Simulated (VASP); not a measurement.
Given:

```
CELL_PARAMETERS angstrom
      0.00000     2.21188     2.21188
      2.21188     0.00000     2.21188
      2.21188     2.21188     0.00000
ATOMIC_POSITIONS crystal
  Si 0.00000 0.00000 0.00000
  C  0.25000 0.25000 0.25000
```

Level of theory: PW91 GGA, VASP's PBE PAW potentials (set 64) (plane waves; VASP 6.6.1). Run with 520 eV cut-off, 10×10×10 Γ-centred mesh, Gaussian smearing of 0.050 eV, potentials Si C.

Problem. Predict the energy per atom (σ→0), pressure, band gap (on the k-mesh) with the smallest direct gap where there is one.

Solution. 
| Property | Result |
|---|---|
| band gap (on the k-mesh) | 1.43 eV |
| smallest direct gap (on the k-mesh) | 4.52 eV |
| energy per atom (σ→0) | -7.532 eV/atom |
| pressure | -59.2 kbar |

Only differences to runs with the same potentials and settings are physical.

The compound is SiC in the zinc blende structure. This cell is one point of a volume scan, at 1.03 of the reference volume.
